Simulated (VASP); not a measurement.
Method: PBEsol GGA, VASP's PBE PAW potentials (set 64) (plane waves; VASP).

VASP ran on this input.

File KPOINTS:
```
Regular mesh
0
gamma
8 8 8
0 0 0
```

**INCAR**
```
SYSTEM = LaB6
PREC = Accurate
ENCUT = 620
EDIFF = 1E-6
NELM = 100
ALGO = Normal
LREAL = .FALSE.
LASPH = .TRUE.
ISMEAR = 1
SIGMA = 0.1
GGA = PS
LMAXMIX = 6
LWAVE = .FALSE.
LCHARG = .FALSE.
IBRION = 2
ISIF = 3
NSW = 40
EDIFFG = -0.02
PSTRESS = 50
```

**POSCAR**
```
LaB6
1
    4.0942855905     0.0000000000     0.0000000000
   -0.0000000000     4.0942855905     0.0000000000
    0.0000000000    -0.0000000000     4.0942855905
La B
1 6
Direct
  0.0000000000   0.0000000000   0.0000000000
  0.8007553431   0.5000000000   0.5000000000
  0.5000000000   0.1992446569   0.5000000000
  0.5000000000   0.8007553431   0.5000000000
  0.1992446569   0.5000000000   0.5000000000
  0.5000000000   0.5000000000   0.8007553431
  0.5000000000   0.5000000000   0.1992446569
```

POTCAR, in this order: La B (PBE.64 set). Program: vasp_std.

The run wrote:

**OSZICAR**
```
       N       E                     dE             d eps       ncg     rms          rms(c)
DAV:   1     0.243794921056E+03    0.24379E+03   -0.12676E+04  1276   0.239E+03
DAV:   2     0.911352182893E+01   -0.23468E+03   -0.22377E+03  1516   0.347E+02
DAV:   3    -0.529085958012E+02   -0.62022E+02   -0.57335E+02  2008   0.178E+02
DAV:   4    -0.559166296950E+02   -0.30080E+01   -0.29915E+01  2116   0.524E+01
DAV:   5    -0.560395153556E+02   -0.12289E+00   -0.12214E+00  2040   0.781E+00    0.942E+00
DAV:   6    -0.518622545877E+02    0.41773E+01   -0.11155E+01  1872   0.215E+01    0.479E+00
DAV:   7    -0.515583442190E+02    0.30391E+00   -0.43545E+00  2206   0.131E+01    0.196E+00
DAV:   8    -0.516280161062E+02   -0.69672E-01   -0.20744E+00  2144   0.150E+01    0.130E+00
DAV:   9    -0.515293526626E+02    0.98663E-01   -0.28188E-01  2086   0.476E+00    0.600E-01
DAV:  10    -0.515135871262E+02    0.15766E-01   -0.14080E-01  2124   0.347E+00    0.108E-01
DAV:  11    -0.515149561640E+02   -0.13690E-02   -0.95456E-03  2254   0.793E-01    0.125E-01
DAV:  12    -0.515143468485E+02    0.60932E-03   -0.26363E-03  2098   0.549E-01    0.415E-02
DAV:  13    -0.515142853622E+02    0.61486E-04   -0.64001E-04  2310   0.201E-01    0.846E-03
DAV:  14    -0.515142894736E+02   -0.41114E-05   -0.26148E-05  1808   0.375E-02    0.696E-03
DAV:  15    -0.515142906401E+02   -0.11664E-05   -0.12091E-05  2344   0.245E-02    0.301E-03
DAV:  16    -0.515142907798E+02   -0.13973E-06   -0.83815E-07  1240   0.102E-02
   1 F= -.49372417E+02 E0= -.49372634E+02  d E =-.493724E+02
```

File OUTCAR:
```
------------------------ aborting loop because EDIFF is reached ----------------------------------------
  FORCE on cell =-STRESS in cart. coord.  units (eV):
  Direction    XX          YY          ZZ          XY          YZ          ZX
  --------------------------------------------------------------------------------------
  Total        2.1391861      2.1391861      2.1391861      0.0000000      0.0000000      0.0000000
  in kB       49.9372640     49.9372640     49.9372640      0.0000000      0.0000000      0.0000000
  external PRESSURE =      -0.0627360 kB  Pullay stress =      50.0000000 kB
  volume of cell :       68.63
      direct lattice vectors                 reciprocal lattice vectors
     4.094285591  0.000000000  0.000000000     0.244242855  0.000000000  0.000000000
     0.000000000  4.094285591  0.000000000     0.000000000  0.244242855  0.000000000
     0.000000000  0.000000000  4.094285591     0.000000000  0.000000000  0.244242855
 POSITION                                       TOTAL-FORCE (eV/Angst)
 -----------------------------------------------------------------------------------
      0.00000      0.00000      0.00000         0.000000     -0.000000      0.000000
      3.27852      2.04714      2.04714        -0.000394     -0.000000     -0.000000
      2.04714      0.81576      2.04714        -0.000000      0.000394     -0.000000
      2.04714      3.27852      2.04714         0.000000     -0.000394      0.000000
      0.81576      2.04714      2.04714         0.000394      0.000000      0.000000
      2.04714      2.04714      3.27852        -0.000000     -0.000000     -0.000394
      2.04714      2.04714      0.81576         0.000000      0.000000      0.000394
 -----------------------------------------------------------------------------------
    total drift:                               -0.000000      0.000000      0.000000
  FREE ENERGIE OF THE ION-ELECTRON SYSTEM (eV)
  ---------------------------------------------------
  free  energy   TOTEN  =       -51.5142907798 eV

  energy  without entropy=      -51.5149422774  energy(sigma->0) =      -51.51450795
  enthalpy is  TOTEN    =       -49.3724172647 eV   P V=        2.1418735151

 reached required accuracy - stopping structural energy minimisation
```
(Selected blocks of OUTCAR.)

The compound is LaB6 in the cab6 structure. It was relaxed first under an external pressure of 5 GPa. The electron count is odd and the run is not spin-polarised, which forces a metal.
